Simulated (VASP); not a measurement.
Given:

```
CELL_PARAMETERS angstrom
      0.00000     2.77500     2.77500
      2.77500     0.00000     2.77500
      2.77500     2.77500     0.00000
ATOMIC_POSITIONS crystal
  Ag 0.00000 0.00000 0.00000
  Cl 0.50000 0.50000 0.50000
```

Level of theory: PBE GGA, VASP's PBE PAW potentials (set 64) (plane waves; VASP 6.6.1). Run with 400 eV cut-off, 5×5×5 Γ-centred mesh, Gaussian smearing of 0.050 eV, potentials Ag Cl.

What does the run give for the energy per atom (σ→0), pressure?

```
Property                        Value
---------------------  --------------
energy per atom (σ→0)  -2.696 eV/atom
pressure                     1.23 GPa
```

Only differences to runs with the same potentials and settings are physical.

The compound is AgCl in the rock salt structure. The cell was not relaxed at this level. The run is one of a series of settings (KPOINTS 5×5×5 Γ-centred mesh against the base run), some of them coarse on purpose.
